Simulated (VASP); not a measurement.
VASP ran on this input.

**KPOINTS**
```
Automatic mesh
0
Gamma
6 6 6
0 0 0
```

**INCAR**
```
! general
SYSTEM  = BaTe
PREC    = Accurate
ENCUT   = 480
LREAL   = .FALSE.
LASPH   = .TRUE.

! electronic loop
EDIFF   = 1E-7
NELM    = 100
ALGO    = Normal
LMAXMIX = 4
LMIXTAU = .TRUE.

! smearing
ISMEAR  = 0
SIGMA   = 0.05

! functional
METAGGA = R2SCAN

! ions
ISIF    = 2

! output
LWAVE   = .FALSE.
LCHARG  = .FALSE.
```

POSCAR:
```
BaTe
7.0858840
  0.0000000000   0.5000000203   0.5000000203
  0.5000000203   0.0000000000   0.5000000203
  0.5000000203   0.5000000203   0.0000000000
Ba Te
1 1
direct
  0.0000000000   0.0000000000   0.0000000000
  0.5000000000   0.5000000000   0.5000000000
```

POTCAR, in this order: Ba_sv Te (PBE.64 set). Program: vasp_std.

Question: Translate this r2SCAN calculation to Ansatz.

Answer: One equivalent input (not run):
Ansatz 0.2 input:
```yaml
crystal:
  lattice:
    - [0.0000000, 3.5429421, 3.5429421]
    - [3.5429421, 0.0000000, 3.5429421]
    - [3.5429421, 3.5429421, 0.0000000]
  atoms:
    - { symbol: Ba, position: [0.0000000, 0.0000000, 0.0000000] }
    - { symbol: Te, position: [0.5000000, 0.5000000, 0.5000000] }
kpoints:
  mp_grid: { grid: [6, 6, 6] }
hamiltonian:
  xc: r2scan
  pseudopotentials: { kind: paw }
scf:
  occupations: { method: gaussian, width: 0.05 }
  max_iter: 100
output: { forces: true, stress: true, eigenvalues: true }
```
What does not carry over: each code has its own PAW files, so the cut-off isn't converted (ENCUT is set for VASP's; basis.ecutwfc is left out, and Ansatz then takes the one that its files recommend); Ansatz stops its SCF on the density residual and VASP on the energy change (EDIFF).

The compound is BaTe in the rock salt structure. It was relaxed first.
